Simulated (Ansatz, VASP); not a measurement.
## SiB4N: VASP beside Ansatz

```xyz
6
Lattice="3.3120 0.0000 0.0000 -1.6560 2.8683 0.0000 0.0000 0.0000 5.8841" Properties=species:S:1:pos:R:3 pbc="T T T"
Si    0.0000    0.0000    0.0000
B     0.0000    0.0000    4.3220
B     0.0000    0.0000    1.5621
B     0.0000    1.9122    2.9420
B     1.6560    0.9561    2.9420
N     0.0000    0.0000    2.9420
```

Alike in both runs: task single point; functional PBE; k mesh 6 × 6 × 4; occupations gaussian, width 0.1 eV; no spin polarisation.

|  | VASP | Ansatz |
| --- | --- | --- |
| version | VASP 6.6.1 | Ansatz 0.2.0 |
| potentials or method | VASP PAW PBE potentials, release 64 (Si, B, N) | scalar-relativistic, plane waves, PAW |
| plane-wave cutoff (eV) | 520 | 420 |
| valence electrons in the cell | 21 | 21 |

```csv
,VASP,Ansatz,Ansatz less VASP
gap on the k mesh at the Fermi level (eV),none,none,-
rms of the force components (eV/Å),3.197,3.194,-0.0029
```

Atom by atom the forces differ by 0.003 eV/Å (rms over components). A gap of «none» marks a metal or a gap that the smearing closes. With one functional, cell and mesh, what is left measures potentials, basis and numerics.

Caveats: the k mesh is coarse (spacing up to 0.37 Å⁻¹), so the values aren't converged; forces of over 1 eV/Å show positions far from the minimum, so gaps and moduli don't describe the material at rest.
